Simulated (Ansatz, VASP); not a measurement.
**Ru (Ru(0001)): VASP beside Ansatz**

Wanted: the spread between two codes on one cell, functional and k mesh. The structure shown is the start of the Ansatz relaxation below; VASP solves that cell, so the two are compared at the walk's first step.

Program: Ansatz 0.2.0. Level of theory: plane waves, with VASP 6.6.1 beside it; r2SCAN. Results are calculated unless marked as measured.

## Step 1: The starting structure

The cell holds 4 atoms: 4 Ru. Cell: a = 2.700 Å, b = 2.700 Å, c = 24.415 Å, α = 90.0°, β = 90.0°, γ = 60.0°. Vacuum lies along c.

## Step 2: Ansatz: relaxation, r2SCAN

Ansatz runs on its default PAW (the set named soft_2) files.

The two programs are compared at the cell with which this relaxation starts, whose forces are those of its first step.

Contents of input.yaml:

```yaml
crystal:
  lattice:
    - [2.7, 0.0, 0.0]
    - [1.35, 2.3382685902, 0.0]
    - [0.0, 0.0, 24.4152]
  atoms:
    - { symbol: Ru, position: [0.6666666667, 0.6666666667, 0.3686228251] }
    - { symbol: Ru, position: [0.0, 0.0, 0.4562076084] }
    - { symbol: Ru, position: [0.6666666667, 0.6666666667, 0.5437923916] }
    - { symbol: Ru, position: [0.0, 0.0, 0.6313771749] }
kpoints:
  mp_grid: { grid: [13, 13, 1] }
hamiltonian:
  xc: r2scan
scf:
  occupations: { method: fermi_dirac, width: 0.1 }
  convergence: { dr2_threshold: 1.0e-08 }
efield:
  axis: 3
  dipole_correction: true
  ramp_position: 0.97
  ramp_width: 0.06
relax:
  f_tol: 0.02
  max_steps: 60
  constraints: [{ sites: [0, 1] }]
output:
  write_potential: true
  write_density: true
  volumetric_format: npy
```

Started as:

```
> ansatz run input.yaml --threads 4 --pin off --max-ram 12288MiB --backend cpu --events-out ev --progress --plain --runs-dir out
```

Numbers of over 12 decimals in the logs are rounded to 6 here.

The log of the run:

```text
Engine: ansatz 0.2.0, aarch64-unknown-linux-gnu
Pseudopotentials: kind: paw
Pseudopotential: Ru, paw, valence charge 16, recommended cutoff 500 eV (meta_gga), Ru.paw.azcp
Functional definition: r2SCAN
  parameter k0 = 0.174
  parameter k1 = 0.065
  parameter a1 = 4.9479
  exchange = r2scan_x(k0 = k0, k1 = k1, a1 = a1)
  correlation = r2scan_c
Crystal: 4 atoms, lattice volume = 154.141 Å³
Basis set: ecut = 500 eV, 3833 PW (Γ), exchange–correlation on 80×80×720 points (64 copies of the dense FFT grid, shifted against one another)
Bands: 39, of which v1, the nominal top of the filled ones, is band 32 counted from 1 (31 counted from 0)
Symmetry: 6 space group operations
k-points: 21 of 169 (time reversal used)
Non-local potential: Ru, projectors of the file, l = 0: 3, l = 1: 2, l = 2: 2, l = 3: 1
PAW form: soft (Blöchl's): semilocal exchange-correlation on the pseudo side does not see the compensation charge
PAW frozen core: Ru, regenerated for the run's functional (the file was generated under x = pbe(κ = 0.804, μ = 0.219515), c = pbe(β = 0.066725))
PAW one-centre angular grid: Ru, 590 points (default); XC on 160 Gauss nodes
Initial density: superposition of atomic densities (neutral atoms: chi_scale 0, normalization atom), corrected by the library's trained network
Initial wavefunctions: pseudopotential atomic-orbital guess
Functional: x = r2scan, c = r2scan; τ floored in thin density (d = 2e-4 eV/Å³)
SCF iter   1: F=—  HF=-23560.542953 eV  |F-HF|=—  |Δ(HF+E_count)|=         —  Δρ=9.38e-3  dr2=3.14e-1  dr2_τ=3.61e-2  ethr=1.77e-3  p=0.000 e·Å  D=1.89e-14 V/Å  ΔV_dip=-0.00 eV  dr2_dipole=5.36e-8  V_vac-E_F(+/−)=4.83/4.83 eV  ⟨swp⟩=7.5  Hψ=3589  notcnv=0
efield: sawtooth ramp at fractional position 0.9700 (set: `efield.ramp_position`, or a place that a band, a saddle search or an elastic batch's reference lends), width 0.0600; the density the first Hamiltonian is built on has a dipole p = 0.000 e·Å; the dipole correction subtracts the counter field D = 1.89e-14 V/Å, which shifts the + side's vacuum level by -0.00 eV against the − side's; the planar-averaged density in the ramp window peaks in size at 1.0e-5 e/Å³
preconditioner: auto → LDOS  [metal: Δε(μ)=0.036 eV  Ē_g=4.938 eV  σ=0.100 eV  W_gap=0.09  n_scr=18 (ndim 8)  ℏωp=16.9 eV  f_vac=0.584  D(μ)=4.62/eV (n_scr^D=18)  β→1.0]
SCF iter   2: F=—  HF=-23560.586745 eV  |F-HF|=—  |Δ(HF+E_count)|=   4.38e-2  Δρ=3.67e-3  dr2=2.58e-2  dr2_τ=7.07e-3  ethr=4.91e-4  p=0.000 e·Å  D=3.45e-6 V/Å  ΔV_dip=-0.00 eV  dr2_dipole=1.12e-6  V_vac-E_F(+/−)=5.02/5.02 eV  ⟨swp⟩=2.0  Hψ=1446  notcnv=0
SCF iter   3: F=—  HF=-23560.583710 eV  |F-HF|=—  |Δ(HF+E_count)|=   3.04e-3  Δρ=1.50e-3  dr2=5.09e-3  dr2_τ=3.62e-4  ethr=4.04e-5  p=-0.000 e·Å  D=-1.15e-5 V/Å  ΔV_dip=0.00 eV  dr2_dipole=1.84e-6  V_vac-E_F(+/−)=5.06/5.06 eV  ⟨swp⟩=3.8  Hψ=1991  notcnv=0
SCF iter   4: F=—  HF=-23560.582571 eV  |F-HF|=—  |Δ(HF+E_count)|=   1.14e-3  Δρ=3.11e-4  dr2=2.22e-4  dr2_τ=2.12e-5  ethr=7.95e-6  p=-0.000 e·Å  D=-9.06e-6 V/Å  ΔV_dip=0.00 eV  dr2_dipole=4.29e-8  V_vac-E_F(+/−)=5.06/5.06 eV  ⟨swp⟩=2.4  Hψ=1295  notcnv=0
SCF iter   5: F=—  HF=-23560.582603 eV  |F-HF|=—  |Δ(HF+E_count)|=   3.21e-5  Δρ=1.13e-4  dr2=1.71e-5  dr2_τ=2.28e-6  ethr=3.46e-7  p=-0.000 e·Å  D=-3.11e-6 V/Å  ΔV_dip=0.00 eV  dr2_dipole=1.89e-8  V_vac-E_F(+/−)=5.08/5.08 eV  ⟨swp⟩=3.2  Hψ=1679  notcnv=0
SCF iter   6: F=—  HF=-23560.582613 eV  |F-HF|=—  |Δ(HF+E_count)|=   9.52e-6  Δρ=3.37e-5  dr2=3.53e-6  dr2_τ=1.69e-7  ethr=2.67e-8  p=-0.000 e·Å  D=-1.88e-6 V/Å  ΔV_dip=0.00 eV  dr2_dipole=6.36e-10  V_vac-E_F(+/−)=5.08/5.08 eV  ⟨swp⟩=2.7  Hψ=1430  notcnv=0
SCF iter   7: F=—  HF=-23560.582684 eV  |F-HF|=—  |Δ(HF+E_count)|=   7.17e-5  Δρ=1.20e-5  dr2=5.25e-7  dr2_τ=4.16e-8  ethr=5.52e-9  p=0.000 e·Å  D=1.43e-7 V/Å  ΔV_dip=-0.00 eV  dr2_dipole=8.99e-11  V_vac-E_F(+/−)=5.09/5.09 eV  ⟨swp⟩=2.2  Hψ=1322  notcnv=0
SCF iter   8: F=—  HF=-23560.582685 eV  |F-HF|=—  |Δ(HF+E_count)|=   2.05e-7  Δρ=4.44e-6  dr2=4.49e-8  dr2_τ=1.91e-9  ethr=8.20e-10  p=0.000 e·Å  D=5.89e-8 V/Å  ΔV_dip=-0.00 eV  dr2_dipole=2.44e-11  V_vac-E_F(+/−)=5.09/5.09 eV  ⟨swp⟩=2.6  Hψ=1287  notcnv=0
SCF iter   9: F=-23560.582685 eV  HF=-23560.582685 eV  |F-HF|=3.82e-10  |Δ(HF+E_count)|=   3.54e-8  Δρ=9.37e-7  dr2=2.25e-9  dr2_τ=2.34e-10  ethr=1.56e-11  p=0.000 e·Å  D=2.01e-7 V/Å  ΔV_dip=-0.00 eV  dr2_dipole=1.09e-11  V_vac-E_F(+/−)=5.09/5.09 eV  ⟨swp⟩=11.5  Hψ=6492  notcnv=0
SCF 1 converged in 9 iterations: F = -23560.582685 eV  dr2 = 2.25e-9
  greatest PAW one-centre occupation: 0.997 electrons in one spin orbital (limit 2), on the Ru atom at site 0 (counted from 0), in its partial waves of l = 1
relax step   1: F+E_penalty+E_count = -23560.58268461 eV  Δ(F+E_penalty+E_count) = +0.000e0 eV  max|allowed force component| = 8.299e-1 eV/Å  Δτ_max = 0.0000 Å  (9 SCF iters, accepted)
Initial density: handed on by an earlier stage of this run
[...]
SCF iter   3: F=—  HF=-23560.621598 eV  |F-HF|=—  |Δ(HF+E_count)|=   8.26e-6  Δρ=6.73e-5  dr2=2.16e-5  dr2_τ=2.06e-6  ethr=1.63e-7  p=0.002 e·Å  D=1.96e-3 V/Å  ΔV_dip=-0.05 eV  dr2_dipole=3.02e-6  V_vac-E_F(+/−)=5.02/5.07 eV  ⟨swp⟩=2.4  Hψ=1409  notcnv=0
SCF iter   4: F=—  HF=-23560.621595 eV  |F-HF|=—  |Δ(HF+E_count)|=   2.46e-6  Δρ=2.79e-5  dr2=3.04e-6  dr2_τ=1.68e-7  ethr=3.38e-8  p=0.002 e·Å  D=1.95e-3 V/Å  ΔV_dip=-0.05 eV  dr2_dipole=6.05e-7  V_vac-E_F(+/−)=5.02/5.07 eV  ⟨swp⟩=2.8  Hψ=1447  notcnv=0
SCF iter   5: F=—  HF=-23560.621663 eV  |F-HF|=—  |Δ(HF+E_count)|=   6.75e-5  Δρ=9.77e-6  dr2=2.13e-7  dr2_τ=1.51e-8  ethr=4.75e-9  p=0.002 e·Å  D=1.98e-3 V/Å  ΔV_dip=-0.05 eV  dr2_dipole=7.11e-8  V_vac-E_F(+/−)=5.02/5.07 eV  ⟨swp⟩=2.4  Hψ=1238  notcnv=0
SCF iter   6: F=—  HF=-23560.621663 eV  |F-HF|=—  |Δ(HF+E_count)|=   8.54e-8  Δρ=3.25e-6  dr2=3.24e-8  dr2_τ=2.46e-9  ethr=3.33e-10  p=0.002 e·Å  D=2.01e-3 V/Å  ΔV_dip=-0.05 eV  dr2_dipole=3.68e-11  V_vac-E_F(+/−)=5.02/5.07 eV  ⟨swp⟩=2.6  Hψ=1613  notcnv=0
SCF iter   7: F=-23560.621663 eV  HF=-23560.621663 eV  |F-HF|=1.79e-9  |Δ(HF+E_count)|=   2.35e-9  Δρ=1.45e-6  dr2=4.52e-9  dr2_τ=2.08e-10  ethr=1.56e-11  p=0.002 e·Å  D=2.01e-3 V/Å  ΔV_dip=-0.05 eV  dr2_dipole=1.36e-10  V_vac-E_F(+/−)=5.02/5.07 eV  ⟨swp⟩=11.3  Hψ=6403  notcnv=0
SCF 4 converged in 7 iterations: F = -23560.621663 eV  dr2 = 4.52e-9
relax step   4: F+E_penalty+E_count = -23560.62166294 eV  Δ(F+E_penalty+E_count) = -4.995e-5 eV  max|allowed force component| = 2.400e-4 eV/Å  Δτ_max = 0.0038 Å  (7 SCF iters, accepted)
NSCF: frozen V_eff on 21 k-points
the band table was solved once a step of the walk had ended and its energy, with any forces and stress, was formed, with the checks that follow a solve (3558 applications of the Hamiltonian). They found nothing against the state; the energy, forces and stress were not computed again (output.eigenvalues in the input reference)
iter 1 solved again at ethr=7.16e-12 eV; its pass at ethr=3.10e-3 eV (dr2=4.58e-9 eV) is discarded
SCF iter   1: F=—  HF=-23560.621663 eV  |F-HF|=—  |Δ(HF+E_count)|=         —  Δρ=1.45e-6  dr2=4.51e-9  dr2_τ=2.08e-10  ethr=7.16e-12  p=0.002 e·Å  D=2.01e-3 V/Å  ΔV_dip=-0.05 eV  dr2_dipole=1.36e-10  V_vac-E_F(+/−)=5.02/5.07 eV  ⟨swp⟩=1.6  Hψ=2961  notcnv=0
efield: sawtooth ramp at fractional position 0.9700 (kept from the solve that this one continues, or follows in the run), width 0.0600; the density the first Hamiltonian is built on has a dipole p = 0.002 e·Å; the dipole correction subtracts the counter field D = 2.01e-3 V/Å, which shifts the + side's vacuum level by -0.05 eV against the − side's; the planar-averaged density in the ramp window peaks in size at 4.3e-6 e/Å³
preconditioner: auto → LDOS  [metal: Δε(μ)=0.038 eV  Ē_g=5.012 eV  σ=0.100 eV  W_gap=0.09  n_scr=18 (ndim 8)  ℏωp=16.9 eV  f_vac=0.589  D(μ)=4.55/eV (n_scr^D=16)  β→1.0]
SCF iter   2: F=-23560.621663 eV  HF=-23560.621663 eV  |F-HF|=5.42e-10  |Δ(HF+E_count)|=   3.83e-9  Δρ=6.02e-7  dr2=1.59e-9  dr2_τ=4.71e-11  ethr=7.05e-12  p=0.002 e·Å  D=2.01e-3 V/Å  ΔV_dip=-0.05 eV  dr2_dipole=1.57e-10  V_vac-E_F(+/−)=5.02/5.07 eV  ⟨swp⟩=10.0  Hψ=5763  notcnv=0
SCF 5 converged in 2 iterations: F = -23560.621663 eV  dr2 = 1.59e-9
NSCF: frozen V_eff on 21 k-points
the band table was solved once a step of the walk had ended and its energy, with any forces and stress, was formed, with the checks that follow a solve (3523 applications of the Hamiltonian). They found nothing against the state; the energy, forces and stress were not computed again (output.eigenvalues in the input reference)
WARN: The output density's exchange-correlation potential varies sharply where the density is thin. Do not read a vacuum level from v_tot or v_xc, or from such a field of the output density. On a cell that repeats whose density bears no net charge and no dipole along the vacuum's axis use v_es (v_loc + v_h of the components); under efield.dipole_correction with no amplitude use v_es + v_field, which holds any externa [...]
SCF converged after 2 iterations
Free energy (F): -23560.621663 eV
Harris-Foulkes:  -23560.621663 eV  (|F-HF|=5.42e-10)
Internal energy: -23560.473467 eV  (E = F + TS)
E sigma→0 (E₀):  -23560.547565 eV
Entropy (-TS):   -0.148196 eV (-37.049 meV/atom)
Fermi energy:    5.036218 eV
Dipole field:    D = 0.002034 V/Å  (p = 0.001732 e·Å, saw-weighted, corrected)
Work function:   Φ+ = 5.0210 eV   Φ− = 5.0706 eV
Levels:          The Fermi level and band energies are counted from a zero that moves with the ramp; work functions are not
--- Per-component energies (eV) ---
  E_band       = -1441.709792
  E_kinetic    = 2053.517855
  E_local      = -109436.492756  (includes V_loc(G=0)·N_el)
  E_nonlocal   = 1373.887911
  E_hartree    = 53235.109671
  E_xc         = -733.601199
  E_vxc        = -1062.921306  (∫ρ·V_xc dr)
  E_paw        = -13916.430614  (= ΣΔE_a)
  E_vpaw       = -915.014262  (= ΣTr[D̂ρ^β])
  E_aug_tail   = 0.000389  (compensation charges beyond the density's cutoff)
  E_vtau       = 75.097235  (kinetic-family band-sum trace: ∫τ·v_τ [+ j·A + Jᵃ·Aᵃ] dr)
  E_efield     = 0.000002  (sawtooth field / dipole correction)
  E_vefield    = 0.003286  (∫n·V_field dr)
  E_ewald      = 43864.779098
  E_core_change = -1.243822  (= ΣΔE_core)
  E_smearing   = -0.148196  (= −TS)
  E_closure    = 0.000000  (closes the sum)
  Σ components = -23560.621663   (vs F -23560.621663, Δ=0.00e0)
--- Forces (eV/Å), atoms counted from 1 ---
  atom   1  Ru     0.00000000     0.00000000     0.80750697
  atom   2  Ru    -0.00000000     0.00000000    -0.80754663
  atom   3  Ru    -0.00000000    -0.00000000    -0.00019392
  atom   4  Ru    -0.00000000    -0.00000000     0.00024264
  max |Σ_I F_I| component: 9.06e-6 eV/Å
--- Band table (eV; the first three rows and the last of 21) ---
  k-point 0: bands = [... 28 lower, 2.9756, 2.9756, 3.2469, 4.1270, 4.1270, 5.1544, 5.1895, 5.1895, ... 3 higher]
  k-point 1: bands = [... 28 lower, 2.9419, 3.1223, 3.2971, 3.9852, 4.0805, 4.6989, 4.9799, 5.1375, ... 3 higher]
  k-point 2: bands = [... 28 lower, 3.1421, 3.2776, 3.5439, 3.5723, 4.0712, 4.1614, 4.7630, 5.0453, ... 3 higher]
  k-point 20: bands = [... 28 lower, 3.0201, 3.7498, 4.3814, 5.6649, 5.7136, 5.9040, 6.2559, 6.4500, ... 3 higher]
--- Relaxed structure (4 steps of the walk, 4 accepted, 0 SCFs on fresh bases) ---
  F+E_penalty+E_count = -23560.62166294 eV   max|allowed force component| = 2.400e-4 eV/Å
  atoms:
    - { symbol: Ru, position: [0.666667, 0.666667, 0.3686228251] }
    - { symbol: Ru, position: [0.0, 0.0, 0.456208] }
    - { symbol: Ru, position: [0.666667, 0.666667, 0.543504] }
    - { symbol: Ru, position: [-3.85903460076146e-18, 0, 0.627533] }
```

[end of part 1 of 2]

[Lines on the potential files, build, host, timing and source positions are cut from VASP's logs without a mark.]

[Logs are printed without paths, hosts, clocks, repeated set-up lines and the standing remarks that a program may print on its own settings, such as how far it seeks lower states.]

[Hosts, paths, dates, database ids (printed as entryN), source tags and the programs' standing remarks are cut or masked in the printed files.]
